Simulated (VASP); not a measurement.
Wanted: the native input for a VASP 6.6.1 run.

```yaml
Task: single point
Functional: r2SCAN
Potentials_or_basis: VASP PAW PBE potentials, release 64 (Nb_sv, Sn_d, Se)
Cutoff: 520 eV
k_mesh: 12 × 12 × 4
Occupations: gaussian, width 0.1 eV
Spin: no spin polarisation
Further_INCAR_settings: ALGO = Normal; EDIFF = 1e-06; NBANDS = 31
```

The structure of Nb2SnSe lies in POSCAR:

```
Nb2SnSe                                 
1.0
    3.3831745951      0.0000000002      0.0000000000
   -1.6915872922      2.9299151470      0.0000000000
    0.0000000000      0.0000000000      7.7798229854
  Nb              Sn              Se            
     2     1     1
Direct
     0.6666666699999979    0.3333333300000021    0.7250744998604830
     0.6666666699999979    0.3333333300000021    0.2749255001395170
     0.0000000000000000    0.0000000000000000    0.0000000000000000
     0.3333333300000021    0.6666666699999979    0.5000000000000000
```

The cell was built by a generator and needn't be a form met in nature.

The input as run:

INCAR

```
SYSTEM = Nb2SnSe
ALGO = Normal
EDIFF = 1E-6
ENCUT = 520
ISIF = 2
ISMEAR = 0
KPAR = 4
LASPH = .TRUE.
LCHARG = .FALSE.
LMIXTAU = .TRUE.
LREAL = .FALSE.
LWAVE = .FALSE.
METAGGA = R2SCAN
NBANDS = 31
NELM = 150
PREC = Accurate
SIGMA = 0.1
```

KPOINTS

```
k-points
0
G
  12 12 4
  0 0 0
```

Potentials or basis: VASP PAW PBE potentials, release 64 (Nb_sv, Sn_d, Se).

Launch:

```bash
$ cat potpaw_PBE.64/Nb_sv/POTCAR potpaw_PBE.64/Sn_d/POTCAR potpaw_PBE.64/Se/POTCAR > POTCAR
$ mpirun -np 4 vasp_std > vasp.out
```

Results of the run:

```
Pressure               : -1.3 GPa
Largest force          : 0.057 eV/Å
Band gap on the k mesh : none (metal or under the smearing width)
```

Caveat: the PAW data sets were made with another functional, which shifts forces and pressure a little.

It took 81 s on 4 MPI ranks on Intel(R) Xeon(R) 6975P-C (Granite Rapids) (shared host), peak memory 0.31 GiB a rank.
